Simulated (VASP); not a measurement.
Computed with PBE GGA, VASP's PBE PAW potentials (set 64) (plane waves; VASP).

A VASP calculation is set up with these files.

INCAR:
```
ALGO = Normal
EDIFF = 1E-6
ENCUT = 400
GGA = PE
ISIF = 2
ISMEAR = 1
LASPH = .False.
LCHARG = .False.
LMAXMIX = 4
LREAL = .False.
LWAVE = .False.
NELM = 100
PREC = Accurate
SIGMA = 0.1
SYSTEM = Cd
```

### POSCAR
```
Cd
1
    1.5198000000    -2.6323710000     0.0000000000
    1.5198000000     2.6323710000     0.0000000000
    0.0000000000     0.0000000000     5.7324000000
Cd
2
Direct
  0.3333330000   0.6666670000   0.2500000000
  0.6666670000   0.3333330000   0.7500000000
```

### KPOINTS
```
Automatic mesh
0
Gamma
12 12 6
0 0 0
```

POTCAR, in this order: Cd (PBE.64 set). Program: vasp_std.

What VASP printed:

File OUTCAR:
```
 ion  position               nearest neighbor table
   1  0.333  0.667  0.250-   2 3.36   2 3.36   2 3.36   2 3.36   2 3.36   2 3.36
   2  0.667  0.333  0.750-   1 3.36   1 3.36   1 3.36   1 3.36   1 3.36   1 3.36
  LATTYP: Found a hexagonal cell.
 ALAT       =     3.0396001582
 C/A-ratio  =     1.8859059421
 Subroutine PRICEL returns:
 Original cell was already a primitive cell.
 Subroutine GETGRP returns: Found 24 space group operations
The static configuration has the point symmetry D_3d.
 The point group associated with its full space group is D_6h.
The dynamic configuration has the point symmetry D_3d.
 Subroutine INISYM returns: Found 24 space group operations
 Subroutine IBZKPT returns following result:
 Found     76 irreducible k-points:

 Following reciprocal coordinates:
            Coordinates               Weight
  0.000000  0.000000  0.000000      1.000000
  0.083333  0.000000  0.000000      6.000000
  0.166667  0.000000  0.000000      6.000000
  0.250000  0.000000  0.000000      6.000000
  0.333333  0.000000  0.000000      6.000000
  0.416667  0.000000  0.000000      6.000000
  0.500000  0.000000  0.000000      3.000000
  0.083333  0.083333  0.000000      6.000000
  0.166667  0.083333  0.000000     12.000000
  0.250000  0.083333  0.000000     12.000000
  0.333333  0.083333  0.000000     12.000000
  0.416667  0.083333  0.000000     12.000000
  0.166667  0.166667  0.000000      6.000000
  0.250000  0.166667  0.000000     12.000000
  0.333333  0.166667  0.000000     12.000000
  0.416667  0.166667  0.000000      6.000000
  0.250000  0.250000  0.000000      6.000000
  0.333333  0.250000  0.000000     12.000000
  0.333333  0.333333  0.000000      2.000000
  0.000000  0.000000  0.166667      2.000000
  0.083333  0.000000  0.166667     12.000000
  0.166667  0.000000  0.166667     12.000000
  0.250000  0.000000  0.166667     12.000000
  0.333333  0.000000  0.166667     12.000000
  0.416667  0.000000  0.166667     12.000000
  0.500000  0.000000  0.166667      6.000000
  0.083333  0.083333  0.166667     12.000000
  0.166667  0.083333  0.166667     24.000000
  0.250000  0.083333  0.166667     24.000000
  0.333333  0.083333  0.166667     24.000000
  0.416667  0.083333  0.166667     24.000000
  0.166667  0.166667  0.166667     12.000000
  0.250000  0.166667  0.166667     24.000000
  0.333333  0.166667  0.166667     24.000000
  0.416667  0.166667  0.166667     12.000000
  0.250000  0.250000  0.166667     12.000000
  0.333333  0.250000  0.166667     24.000000
  0.333333  0.333333  0.166667      4.000000
  0.000000  0.000000  0.333333      2.000000
  0.083333  0.000000  0.333333     12.000000
   k-points           NKPTS =     76   k-points in BZ     NKDIM =     76   number of bands    NBANDS=     16
   number of dos      NEDOS =    301   number of ions     NIONS =      2
   total plane-waves  NPLWV =  16000
   dimension x,y,z NGX =    20 NGY =   20 NGZ =   40
   dimension x,y,z NGXF=    40 NGYF=   40 NGZF=   80
   ions per type =               2
   PREC   = accura    normal or accurate (medium, high low for compatibility)
   ISTART =      0    job   : 0-new  1-cont  2-samecut
   ICHARG =      2    charge: 1-file 2-atom 10-const
   ISPIN  =      1    spin polarized calculation?
   LNONCOLLINEAR =      F non collinear calculations
   LSORBIT =      F    spin-orbit coupling
   INIWAV =      1    electr: 0-lowe 1-rand  2-diag
   ENCUT  =  400.0 eV  29.40 Ry    5.42 a.u.   4.96  4.96  9.35*2*pi/ulx,y,z
   NELM   =    100;   NELMIN=  2; NELMDL= -5     # of ELM steps
   EDIFF  = 0.1E-05   stopping-criterion for ELM
   LREAL  =      F    real-space projection
...
```

**OSZICAR**
```
       N       E                     dE             d eps       ncg     rms          rms(c)
DAV:   1     0.141764732514E+03    0.14176E+03   -0.11581E+04  2448   0.122E+03
DAV:   2     0.127743437167E+01   -0.14049E+03   -0.13794E+03  2536   0.341E+02
DAV:   3    -0.157335435082E+01   -0.28508E+01   -0.28477E+01  2928   0.580E+01
DAV:   4    -0.157646747372E+01   -0.31131E-02   -0.31131E-02  2904   0.167E+00
DAV:   5    -0.157647645245E+01   -0.89787E-05   -0.89789E-05  2896   0.818E-02    0.394E+00
DAV:   6    -0.149213427529E+01    0.84342E-01   -0.25806E-01  2616   0.638E+00    0.322E+00
DAV:   7    -0.148857822803E+01    0.35560E-02   -0.26899E-02  2760   0.164E+00    0.158E+00
DAV:   8    -0.148906953027E+01   -0.49130E-03   -0.31896E-03  2624   0.800E-01    0.870E-02
DAV:   9    -0.148912397297E+01   -0.54443E-04   -0.29175E-05  3136   0.602E-02    0.307E-02
DAV:  10    -0.148915766314E+01   -0.33690E-04   -0.33106E-05  2656   0.665E-02    0.276E-03
DAV:  11    -0.148915804006E+01   -0.37693E-06   -0.22704E-08  1808   0.161E-03
   1 F= -.14891580E+01 E0= -.14893886E+01  d E =0.691721E-03
```

### OUTCAR
```
------------------------ aborting loop because EDIFF is reached ----------------------------------------
  FORCE on cell =-STRESS in cart. coord.  units (eV):
  Direction    XX          YY          ZZ          XY          YZ          ZX
  --------------------------------------------------------------------------------------
  Total       -0.4791482     -0.4791483      0.2225960      0.0000000      0.0000000     -0.0000000
  in kB      -16.7371084    -16.7371107      7.7754934      0.0000000      0.0000000     -0.0000000
  external PRESSURE =      -8.5662419 kB  Pullay stress =       0.0000000 kB
  volume of cell :       45.87
      direct lattice vectors                 reciprocal lattice vectors
     1.519800000 -2.632371000  0.000000000     0.328990657 -0.189942831  0.000000000
     1.519800000  2.632371000  0.000000000     0.328990657  0.189942831  0.000000000
     0.000000000  0.000000000  5.732400000     0.000000000  0.000000000  0.174447003
 POSITION                                       TOTAL-FORCE (eV/Angst)
 -----------------------------------------------------------------------------------
      1.51980      0.87746      1.43310        -0.000000     -0.000000      0.000000
      1.51980     -0.87746      4.29930         0.000000      0.000000      0.000000
 -----------------------------------------------------------------------------------
    total drift:                                0.000013      0.000207      0.000002
  FREE ENERGIE OF THE ION-ELECTRON SYSTEM (eV)
  ---------------------------------------------------
  free  energy   TOTEN  =        -1.4891580401 eV

  energy  without entropy=       -1.4898497610  energy(sigma->0) =       -1.48938861
```
(Selected blocks of OUTCAR.)

### OUTCAR
```
 val. band max:        2.5698164396   @ k =   0.4167   0.0000   0.0000

 cond. band min:       2.6572660528   @ k =   0.3333   0.3333   0.1667


 Fermi energy:         2.6114860203

 k-point     1 :       0.0000    0.0000    0.0000
  band No.  band energies     occupation
      1      -7.0889      2.00000
      2      -6.8623      2.00000
      3      -6.5563      2.00000
      4      -6.5563      2.00000
      5      -6.5124      2.00000
      6      -6.5124      2.00000
      7      -6.0978      2.00000
      8      -6.0978      2.00000
      9      -5.9049      2.00000
     10      -5.8766      2.00000
     11      -5.8766      2.00000
     12      -0.5070      2.00000
     13      -0.2123      2.00000
     14      12.7573      0.00000
     15      16.7520      0.00000
     16      16.7828      0.00000

 k-point     2 :       0.0833    0.0000    0.0000
  band No.  band energies     occupation
      1      -7.0279      2.00000
      2      -6.8136      2.00000
      3      -6.5763      2.00000
      4      -6.5319      2.00000
      5      -6.4997      2.00000
      6      -6.4575      2.00000
      7      -6.1429      2.00000
      8      -6.1167      2.00000
      9      -5.9513      2.00000
     10      -5.8756      2.00000
     11      -5.7531      2.00000
     12      -0.4037      2.00000
     13       0.0353      2.00000
     14      12.9666      0.00000
     15      14.3589      0.00000
     16      15.6060      0.00000

 k-point     3 :       0.1667    0.0000    0.0000
  band No.  band energies     occupation
      1      -6.9299      2.00000
      2      -6.7325      2.00000
      3      -6.6326      2.00000
      4      -6.5051      2.00000
      5      -6.3414      2.00000
      6      -6.3052      2.00000
      7      -6.2896      2.00000
      8      -6.1659      2.00000
      9      -6.1089      2.00000
     10      -5.8766      2.00000
     11      -5.2481      2.00000
     12      -0.0703      2.00000
     13       0.7287      2.00000
...
```

The compound is Cd in the hcp structure. The cell was not relaxed at this level. The run is one of a series of settings (LASPH = .FALSE. against the base run), some of them coarse on purpose.
